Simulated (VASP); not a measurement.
Level of theory: PBE GGA with D3 dispersion (zero damping), VASP's PBE PAW potentials (set 64) (plane waves; VASP).

The input files of a VASP run:

### POSCAR
```
CoGa
1
    2.8800000000     0.0000000000     0.0000000000
    0.0000000000     2.8800000000     0.0000000000
    0.0000000000     0.0000000000     2.8800000000
Ga Co
1 1
Direct
  0.5000000000   0.5000000000   0.5000000000
  0.0000000000   0.0000000000   0.0000000000
```

INCAR:
```
SYSTEM = CoGa
PREC = Accurate; ENCUT = 520; LREAL = .FALSE.
LASPH = .TRUE.
EDIFF = 1E-6; NELM = 100; ALGO = Normal
LMAXMIX = 4
ISMEAR = 1; SIGMA = 0.1
GGA = PE; IVDW = 11
IBRION = 2; NSW = 60; ISIF = 3
EDIFFG = -0.01
LWAVE = .FALSE.; LCHARG = .FALSE.
```

KPOINTS:
```
Automatic mesh
0
Gamma
11 11 11
0 0 0
```

POTCAR, in this order: Ga_d Co (PBE.64 set). Program: vasp_std.

What VASP printed:

### OUTCAR
```
 ion  position               nearest neighbor table
   1  0.500  0.500  0.500-   2 2.49   2 2.49   2 2.49   2 2.49   2 2.49   2 2.49   2 2.49   2 2.49
  LATTYP: Found a simple cubic cell.
 ALAT       =     2.8800000000
 Subroutine PRICEL returns:
 Original cell was already a primitive cell.
 Subroutine GETGRP returns: Found 48 space group operations
The static configuration has the point symmetry O_h .
The dynamic configuration has the point symmetry O_h .
 Subroutine INISYM returns: Found 48 space group operations
 Subroutine IBZKPT returns following result:
 Found     56 irreducible k-points:

 Following reciprocal coordinates:
            Coordinates               Weight
  0.000000  0.000000  0.000000      1.000000
  0.090909  0.000000  0.000000      6.000000
  0.181818  0.000000  0.000000      6.000000
  0.272727  0.000000  0.000000      6.000000
  0.363636  0.000000  0.000000      6.000000
  0.454545  0.000000  0.000000      6.000000
  0.090909  0.090909  0.000000     12.000000
  0.181818  0.090909  0.000000     24.000000
  0.272727  0.090909  0.000000     24.000000
  0.363636  0.090909  0.000000     24.000000
...
```

OSZICAR:
```
       N       E                     dE             d eps       ncg     rms          rms(c)
DAV:   1     0.102305786362E+03    0.10231E+03   -0.10886E+04  1728   0.264E+03
DAV:   2    -0.592691009362E+01   -0.10823E+03   -0.10559E+03  1729   0.362E+02
DAV:   3    -0.113802712618E+02   -0.54534E+01   -0.54318E+01  2016   0.861E+01
DAV:   4    -0.114578561879E+02   -0.77585E-01   -0.77570E-01  2204   0.967E+00
DAV:   5    -0.114599197073E+02   -0.20635E-02   -0.20635E-02  2140   0.135E+00    0.960E+00
DAV:   6    -0.125590044742E+02   -0.10991E+01   -0.22926E+01  1881   0.639E+01    0.116E+01
DAV:   7    -0.104995116594E+02    0.20595E+01   -0.94935E+00  1736   0.473E+01    0.173E+00
DAV:   8    -0.104849269303E+02    0.14585E-01   -0.25107E-01  1973   0.553E+00    0.675E-01
DAV:   9    -0.104783109877E+02    0.66159E-02   -0.22073E-02  2265   0.234E+00    0.142E-01
DAV:  10    -0.104780400357E+02    0.27095E-03   -0.69361E-04  2252   0.378E-01    0.703E-02
DAV:  11    -0.104780291108E+02    0.10925E-04   -0.98624E-05  2398   0.178E-01    0.141E-02
DAV:  12    -0.104780281235E+02    0.98727E-06   -0.55768E-06  2032   0.418E-02
   1 F= -.11166403E+02 E0= -.11166710E+02  d E =-.111664E+02
       N       E                     dE             d eps       ncg     rms          rms(c)
DAV:   1    -0.114387928677E+02   -0.96076E+00   -0.13229E+01  1701   0.668E+01    0.767E+00
DAV:   2    -0.112571707987E+02    0.18162E+00   -0.95739E+00  1725   0.493E+01    0.638E+00
DAV:   3    -0.105257844504E+02    0.73139E+00   -0.41662E+00  1778   0.332E+01    0.231E+00
DAV:   4    -0.104323627258E+02    0.93422E-01   -0.22307E-01  2291   0.688E+00    0.574E-01
DAV:   5    -0.104226425573E+02    0.97202E-02   -0.13557E-02  2379   0.193E+00    0.173E-01
DAV:   6    -0.104223856182E+02    0.25694E-03   -0.11100E-03  2153   0.510E-01    0.458E-02
DAV:   7    -0.104223591556E+02    0.26463E-04   -0.45818E-05  2087   0.913E-02    0.107E-02
DAV:   8    -0.104223585067E+02    0.64893E-06   -0.21810E-06  1723   0.212E-02
   2 F= -.11167238E+02 E0= -.11167613E+02  d E =-.835350E-03
       N       E                     dE             d eps       ncg     rms          rms(c)
DAV:   1    -0.107048325680E+02   -0.28247E+00   -0.32493E+00  1694   0.361E+01    0.368E+00
DAV:   2    -0.106916960836E+02    0.13136E-01   -0.25663E+00  1723   0.236E+01    0.332E+00
DAV:   3    -0.104866859165E+02    0.20501E+00   -0.11413E+00  1772   0.157E+01    0.111E+00
DAV:   4    -0.104650160585E+02    0.21670E-01   -0.45386E-02  2192   0.339E+00    0.219E-01
DAV:   5    -0.104629231340E+02    0.20929E-02   -0.29534E-03  2257   0.988E-01    0.468E-02
DAV:   6    -0.104628491640E+02    0.73970E-04   -0.14015E-04  2178   0.191E-01    0.130E-02
DAV:   7    -0.104628516190E+02   -0.24550E-05   -0.34960E-06  2154   0.224E-02    0.297E-03
DAV:   8    -0.104628521131E+02   -0.49416E-06   -0.48997E-07  1023   0.814E-03
   3 F= -.11179509E+02 E0= -.11179856E+02  d E =-.131066E-01
```

**OUTCAR**
```
------------------------ aborting loop because EDIFF is reached ----------------------------------------
 Edisp (eV)   -0.71666
  FORCE on cell =-STRESS in cart. coord.  units (eV):
  Direction    XX          YY          ZZ          XY          YZ          ZX
  --------------------------------------------------------------------------------------
  Total      -0.00414    -0.00414    -0.00414     0.00000     0.00000     0.00000
  in kB      -0.28656    -0.28656    -0.28656     0.00000     0.00000     0.00000
  external pressure =       -0.29 kB  Pullay stress =        0.00 kB
  volume of cell :       23.16
      direct lattice vectors                 reciprocal lattice vectors
     2.850477106 -0.000000000 -0.000000000     0.350818464  0.000000000  0.000000000
    -0.000000000  2.850477106 -0.000000000     0.000000000  0.350818464  0.000000000
    -0.000000000 -0.000000000  2.850477106     0.000000000  0.000000000  0.350818464
 POSITION                                       TOTAL-FORCE (eV/Angst)
 -----------------------------------------------------------------------------------
      1.42524      1.42524      1.42524        -0.000000     -0.000000      0.000000
      0.00000      0.00000      0.00000         0.000000      0.000000      0.000000
 -----------------------------------------------------------------------------------
    total drift:                                0.000000      0.000000     -0.000000
  FREE ENERGIE OF THE ION-ELECTRON SYSTEM (eV)
  ---------------------------------------------------
  free  energy   TOTEN  =       -11.1795094739 eV

  energy  without entropy=      -11.1805498907  energy(sigma->0) =      -11.17985628

 reached required accuracy - stopping structural energy minimisation
```
(Selected blocks of OUTCAR.)

### CONTCAR
```
CoGa
   1.00000000000000
     2.8504771063070988   -0.0000000000000000   -0.0000000000000000
    -0.0000000000000000    2.8504771063070988   -0.0000000000000000
    -0.0000000000000000   -0.0000000000000000    2.8504771063070988
  Ga              Co
     1     1
Direct
     0.5000000000000000    0.5000000000000000    0.5000000000000000
     0.0000000000000000    0.0000000000000000    0.0000000000000000
```

Energy and stress use the plane-wave basis of the starting cell.

The compound is CoGa in the CsCl type structure. This run relaxes it. Symmetry was kept, so distortions that lower it aren't found. The run is not spin-polarised, so no magnetic state was tried.
